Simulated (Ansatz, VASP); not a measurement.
HfGe: VASP beside Ansatz

Contents of INCAR:

```
  PREC = Accurate
  ENCUT = 520
  EDIFF = 1E-6
  ISMEAR = -1
  SIGMA = 0.05
  LREAL = False
  LASPH = True
  NELM = 60
  ALGO = Normal
  ISIF = 2
  LWAVE = False
  LCHARG = True
  GGA = CA
  LELF = True
  LVHAR = True
  NBANDS = 19
```

Contents of KPOINTS:

```
regular mesh
0
Gamma
  11 11 11
```

POSCAR

```
HfGe
1.0
    0.0000000000      2.6451401700      2.6451401700
    2.6451401700      0.0000000000      2.6451401700
    2.6451401700      2.6451401700      0.0000000000
Hf Ge
1 1
Direct
    0.0000000000      0.0000000000      0.0000000000
    0.2500000000      0.2500000000      0.2500000000
```

Input for Ansatz:

```yaml
crystal:
  lattice:
    - [0.0, 2.64514017, 2.64514017]
    - [2.64514017, 0.0, 2.64514017]
    - [2.64514017, 2.64514017, 0.0]
  atoms:
    - { symbol: Hf, position: [0.0, 0.0, 0.0] }
    - { symbol: Ge, position: [0.25, 0.25, 0.25] }
kpoints:
  mp_grid: { grid: [11, 11, 11] }
scf:
  occupations: { method: fermi_dirac, width: 0.05 }
hamiltonian:
  xc: lda
  pseudopotentials: { kind: all_electron, lapw: { basis_error: 0.001 } }
output:
  forces: true
  stress: true
  eigenvalues: true
  populations: true
```

Change from the starting cell: volume scaled by 0.7, LAPW.

Alike in both runs: task single point; functional LDA; k mesh 11 × 11 × 11; occupations fermi-dirac, width 0.05 eV; no spin polarisation.

```csv
,VASP,Ansatz
version,VASP 6.6.1,Ansatz 0.2.0
potentials or method,"VASP PAW LDA potentials, release 64 (Hf_pv, Ge_d)","all-electron LAPW, scalar-relativistic"
plane-wave cutoff (eV),520,see its input
```

```csv
,VASP,Ansatz,Ansatz less VASP
pressure (GPa),51.0,50.7,-0.21
```

Ansatz ran all-electron here, so the differences hold the error of VASP's frozen core and of both bases.

Caveats: so large a pressure means that the cell lies far from this level's equilibrium, or that cutoff or potentials fall short (VASP). The runs have no spin-orbit coupling, so splittings on Hf are missing.
